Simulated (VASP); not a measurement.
Consider the following.

```
CELL_PARAMETERS angstrom
      4.80891    -2.35396     0.09465
      4.80891     2.35396     0.09465
      3.58013     0.00000     3.98226
ATOMIC_POSITIONS crystal
  Cr 0.84083 0.84083 0.84083
  Cr 0.34083 0.34083 0.34083
  Cr 0.15917 0.15917 0.15917
  Cr 0.65917 0.65917 0.65917
  O  0.42646 0.07354 0.75000
  O  0.07354 0.75000 0.42646
  O  0.57354 0.92646 0.25000
  O  0.25000 0.57354 0.92646
  O  0.92646 0.25000 0.57354
  O  0.75000 0.42646 0.07354
```
Starting moments (μB, in the order of the record's atoms Cr Cr Cr Cr O O O O O O): -2.2 -2.2 2.2 2.2 0.0 0.0 0.0 0.0 0.0 0.0.

Calculation: LDA (Ceperley-Alder, Perdew-Zunger), VASP's LDA PAW potentials (set 64) (plane waves; VASP). Numerical set-up: 520 eV cut-off, 6×6×6 Γ-centred mesh, tetrahedra with Blöchl corrections, potentials Cr_pv O.

The cores are frozen, which limits the accuracy of field gradients.

Problem. Give the principal components of the electric field gradient (V/Å²) and the asymmetry η at each nucleus.

Solution. 
| atom | Vxx | Vyy | Vzz | η |
|---|---|---|---|---|
| Cr1 | 5.4 | 5.4 | -10.8 | 0.00 |
| Cr2 | 5.4 | 5.4 | -10.8 | 0.00 |
| Cr3 | 5.4 | 5.4 | -10.8 | 0.00 |
| Cr4 | 5.4 | 5.4 | -10.8 | 0.00 |
| O5 | 28.4 | 14.8 | -43.2 | 0.31 |
| O6 | 28.4 | 14.8 | -43.2 | 0.31 |
| O7 | 28.4 | 14.8 | -43.2 | 0.31 |
| O8 | 28.4 | 14.8 | -43.2 | 0.31 |
| O9 | 28.4 | 14.8 | -43.2 | 0.31 |
| O10 | 28.4 | 14.8 | -43.2 | 0.31 |

The compound is Cr2O3 in the corundum structure. It was relaxed first, which changed the volume by -8 %.
